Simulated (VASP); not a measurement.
# CuGaSe₂ (chalcopyrite): computed properties

Calculation: PBEsol GGA, VASP's PBE PAW potentials (set 64) (plane waves; VASP).

- space group: I-42d (122)
- cell: a = 5.5734 Å, b = 5.5734 Å, c = 11.0436 Å, α = 90.00°, β = 90.00°, γ = 90.00°
- volume per atom: 21.44 Å³/atom
- band gap (over mesh and band path): 0.15 eV
- smallest direct gap (over mesh and band path): 0.15 eV
- band-edge character: direct, Γ to Γ
- density: 5.64 g/cm³

CuGaSe2 is modelled in the tetragonal space group I-42d (No. 122), the chalcopyrite structure, Pearson symbol tI16. Conventional cell: a = 5.573 Å, b = 5.573 Å, c = 11.044 Å, α = 90.00°, β = 90.00°, γ = 90.00°. Ga on 4b has 4 Se at 2.431 Å (tetrahedral). Cu on 4a is coordinated by 4 Se at 2.381 Å (tetrahedral). Se on 8d is coordinated by 2 Cu at 2.381 Å and 2 Ga at 2.431 Å (tetrahedral). (Neighbours: up to the widest gap in distance over summed covalent radii, below 1.35, at either atom; cation-cation and far metal-metal contacts left out.)
(The calculation used a cell of 8 atoms; values per cell refer to that cell.)

Measured: gap 1.67 eV (computed value off by -1.52 eV), as given by Arghya Ghosh et al., Physical Review B (2024), arXiv:2401.16805; a 5.619 Å at 293 K (computed value off by -0.8 %), c 11.026 Å at 293 K (computed value off by +0.2 %), as given by Souilah et al., J. Solid State Chem. 183, 2274 (2010), by the Crystallography Open Database. The calculation is for a static lattice, while the measured a, c hold thermal and zero-point effects, which are part of the difference.

The compound is CuGaSe2 in the chalcopyrite structure. It was relaxed first. Symmetry was kept, so distortions that lower it aren't found.
